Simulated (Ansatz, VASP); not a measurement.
# SnSe2 in two plane-wave programs, part 3 of 3

One calculation is typed for both programs; each brings its own data sets. How far apart do they land? The cell is taken from a series of runs on this material, whose earlier steps may have relaxed, scaled, displaced or heated it; both programs get it as it stands.

VASP 6.6.1 and Ansatz 0.2.0.

So far: The structure; Ansatz: zone-centre phonons, PBE, pair 1; VASP: zone-centre phonons, PBE, pair 1; Differences.

## Step 5: VASP: zone-centre phonons, PBE, pair 2

Level of this step: PBE; plane waves and PAW (Sn_d, Se) (VASP).

Second derivatives magnify differences that forces hide, and they need a tight electronic threshold.

Input file INCAR:

```
SYSTEM = SnSe2
PREC = Accurate
ENCUT = 500
EDIFF = 1E-08
NELM = 120
ISMEAR = 0
SIGMA = 0.1
LREAL = .FALSE.
ALGO = Normal
GGA = PE
NBANDS = 19
LORBIT = 11
LWAVE = .FALSE.
LCHARG = .FALSE.
ISIF = 2
IBRION = 8
LASPH = .TRUE.
GGA_COMPAT = .FALSE.
NELMDL = -8
KPAR = 2
```

Input file POSCAR:

```
SnSe2
1.0
    3.7941948910      0.0000000000      0.0000000000
   -1.8970974455      3.3844452374      0.0000000000
    0.0000000000      0.0000000000     30.4600000000
Sn Se
1 2
Direct
    0.3338324262      0.6676648525      0.3282994091
    0.6664171202      0.3328342404      0.3847922114
    0.6664171202      0.3328342404      0.2718066068
```

Input file KPOINTS:

```
Automatic mesh
0
Gamma
12 12 1
0 0 0
```

The projector-augmented-wave data sets are Sn_d and Se (PBE family, release 64).

Started as:

```
$ mpirun -np 2 vasp_std
```

Numbers of over 12 decimals in the logs are rounded to 6 here.

Output:

```text
[... set-up lines as in an earlier step ...]
 entering main loop
       N       E                     dE             d eps       ncg     rms          rms(c)
DAV:   1     0.171723264667E+03    0.17172E+03   -0.10121E+04  1970   0.980E+02
DAV:   2     0.910384679043E+01   -0.16262E+03   -0.15904E+03  2304   0.213E+02
DAV:   3    -0.107944947767E+02   -0.19898E+02   -0.19689E+02  1975   0.850E+01
DAV:   4    -0.114185657945E+02   -0.62407E+00   -0.62270E+00  2181   0.186E+01
[...]
DAV:  25    -0.110546387331E+02   -0.58983E-07    0.14243E-09  1678   0.733E-05    0.388E-05
DAV:  26    -0.110546387637E+02   -0.30648E-07    0.17357E-09  1483   0.468E-05    0.216E-05
DAV:  27    -0.110546387732E+02   -0.94310E-08    0.18214E-09  1327   0.236E-05
   1 F= -.11054639E+02 E0= -.11053195E+02  d E =-.288677E-02
 Linear response reoptimize wavefunctions to high precision
DAV:   1    -0.110546387820E+02   -0.88326E-08    0.17916E-09  1563   0.222E-05
DAV:   2    -0.110546387820E+02   -0.90949E-11    0.18633E-09  1209   0.742E-06
[...]
RMM:  12    -0.793702192838E-01   -0.14370E-07    0.47098E-08  3474   0.217E-05    0.264E-06
RMM:  13    -0.793702364922E-01   -0.17208E-07    0.26003E-08  3503   0.130E-05    0.168E-06
RMM:  14    -0.793702295131E-01    0.69791E-08    0.17248E-08  3173   0.185E-05    0.103E-06
 first order change of Fermi-energy  -0.68364E-01
 force on displaced ion       2 direction 2 :   0.000   0.338   0.083
 Linear response progress:
  Degree of freedom:   6/  6
       N       E                     dE             d eps       ncg     rms          rms(c)
RMM:   1    -0.115680866300E+00   -0.11568E+00    0.57645E-02  3589   0.141E+00
RMM:   2    -0.113268298602E+00    0.24126E-02   -0.31957E-03  2972   0.272E-01    0.923E-02
RMM:   3    -0.113073576734E+00    0.19472E-03   -0.31195E-04  3171   0.910E-02    0.471E-02
RMM:   4    -0.113012374620E+00    0.61202E-04   -0.78755E-05  3174   0.421E-02    0.282E-02
[...]
RMM:  16    -0.113028355158E+00   -0.22174E-07    0.25935E-08  3276   0.360E-05    0.356E-06
RMM:  17    -0.113028372388E+00   -0.17230E-07   -0.51867E-08  3371   0.320E-05    0.235E-06
RMM:  18    -0.113028372720E+00   -0.33249E-09   -0.22590E-10  3207   0.126E-05    0.116E-06
 first order change of Fermi-energy   0.28302E+00
 force on displaced ion       2 direction 3 :   0.000   0.077  -8.871
 Linear response finished
```

Parts of OUTCAR (step 5):

```text
  Total       -0.4217226     -1.5497646      0.0358153      0.0000000      0.0000000      0.0000000
  in kB       -1.7274298     -6.3480348      0.1467042      0.0000000      0.0000000      0.0000000
  external PRESSURE =      -2.6429201 kB  Pullay stress =       0.0000000 kB

 POSITION                                       TOTAL-FORCE (eV/Angst)
 -----------------------------------------------------------------------------------
     -0.00000      2.25968     10.00000        -0.000000      0.001777      0.000000
      1.89710      1.12646     11.72077         0.000000     -0.000889      0.014052
      1.89710      1.12646      8.27923         0.000000     -0.000889     -0.014052
 -----------------------------------------------------------------------------------
    total drift:                                0.000000      0.000504      0.000071

[... 1 part as in an earlier step ...]

[... 1 further part left out ...]
```

## Step 6: Ansatz: zone-centre phonons, PBE, pair 2

The same cell, functional, mesh and smearing now go to Ansatz, which takes its cutoff from its data sets.

The cell is taken from a series of runs on this material, whose earlier steps may have relaxed, scaled, displaced or heated it; both programs get it as it stands.

Input file input.yaml:

```yaml
crystal:
  lattice:
    - [3.794194891, 0.0, 0.0]
    - [-1.8970974455, 3.3844452374, 0.0]
    - [0.0, 0.0, 30.46]
  atoms:
    - { symbol: Sn, position: [0.3338324262, 0.6676648525, 0.3282994091] }
    - { symbol: Se, position: [0.6664171202, 0.3328342404, 0.3847922114] }
    - { symbol: Se, position: [0.6664171202, 0.3328342404, 0.2718066068] }
  periodic: [true, true, false]
kpoints:
  mp_grid: { grid: [12, 12, 1] }
hamiltonian:
  xc: pbe
  pseudopotentials: { kind: paw, azcp: { folder: soft_1 } }
scf:
  occupations: { method: gaussian, width: 0.1 }
output:
  eigenvalues: true
phonons:
  method: dfpt
```

Started as:

```
$ ansatz run input.yaml --threads 4 --pin off --max-ram 16384MiB --backend cpu --events-out ev --progress --plain --runs-dir out
```

Output:

```text
[...]
Crystal: 3 atoms, lattice volume = 391.144 Å³
Basis set: ecut = 420 eV, 7665 PW (Γ), exchange–correlation on 54×54×432 points (8 copies of the dense FFT grid, shifted against one another)
Bands: 28, of which v1, the nominal top of the filled ones, is band 23 counted from 1 (22 counted from 0)
Symmetry: 4 space group operations
[...]
k-point 42: bands = [... 19 lower, -9.1842, -9.0050, -7.3614, -6.1067, -4.8669, -2.8340, -1.0599, -0.4716, ... 1 higher]
  ° read free of the cell's end (the report's vacuum.weakly_bound_levels)
[...]
ASR residual: 1.357e-4 → 0.000e0 eV/Å²; symmetrization residual: 2.761e-5 eV/Å²
[...]
ASR residual per site (eV/Å²): 1.36e-4 3.35e-5 2.02e-5
  Γ frequencies (cm⁻¹): -92.79 -87.70 0.00 0.00 0.00 121.28 127.68 199.56 221.68
[...]
[key lines of the parts left out:]
SCF converged after 11 iterations
Free energy (F): -16962.672513 eV
Fermi energy:    -5.723054 eV
```

## Step 7: Side by side

What differs besides the data sets and the points named for the pairs above, as far as they apply: the data sets hold 46 valence electrons in Ansatz (on its PAW soft_1 files) and 26 in VASP. Total energies have different zeros and are not compared.

Both answers:

```csv
quantity,Ansatz,VASP,difference
"optical mode 1 (imaginary, printed as negative) (cm⁻¹)",-92.8,-93.1,+0.3
"optical mode 2 (imaginary, printed as negative) (cm⁻¹)",-87.7,-87.9,+0.2
optical mode 3 (cm⁻¹),121.3,121.6,-0.28 %
optical mode 4 (cm⁻¹),127.7,128.0,-0.24 %
optical mode 5 (cm⁻¹),199.6,199.9,-0.17 %
optical mode 6 (cm⁻¹),221.7,222.0,-0.16 %
```

Modes are paired by rising frequency, not by their patterns, so a pair may set unlike modes beside each other; they are those without the splitting of longitudinal modes. Where the cell holds vacuum, a pressure given here is an average over it and none of the material.

## Step 8: Summary of results

- r.m.s. difference of the optical zone-centre modes, each program's sorted by frequency (zone-centre phonons, PBE, pair 1): 0.44 cm⁻¹
- difference in optical mode 3 (zone-centre phonons, PBE, pair 1): -0.5 %
- r.m.s. difference of the optical zone-centre modes, each program's sorted by frequency (zone-centre phonons, PBE, pair 2): 0.31 cm⁻¹

In words: The r.m.s. difference of the optical zone-centre modes, each program's sorted by frequency is 0.44 cm⁻¹ (zone-centre phonons, PBE, pair 1). The data sets hold unlike numbers of valence electrons (46 in Ansatz and 26 in VASP), so part of the differences may come from the potentials. Among the rows given in per cent, the largest difference of the zone-centre phonons, PBE, pair 1 pair is in optical mode 3, -0.5 %. Such differences can come from data sets, numerical settings and the points named under the comparisons, not from the functional's error against experiment.

[Lines on the potential files, build, host, timing and source positions are cut from VASP's logs without a mark.]

[Logs are printed without paths, hosts, clocks, repeated set-up lines and the standing remarks that a program may print on its own settings, such as how far it seeks lower states.]

[Hosts, paths, dates, database ids (printed as entryN), source tags and the programs' standing remarks are cut or masked in the printed files.]
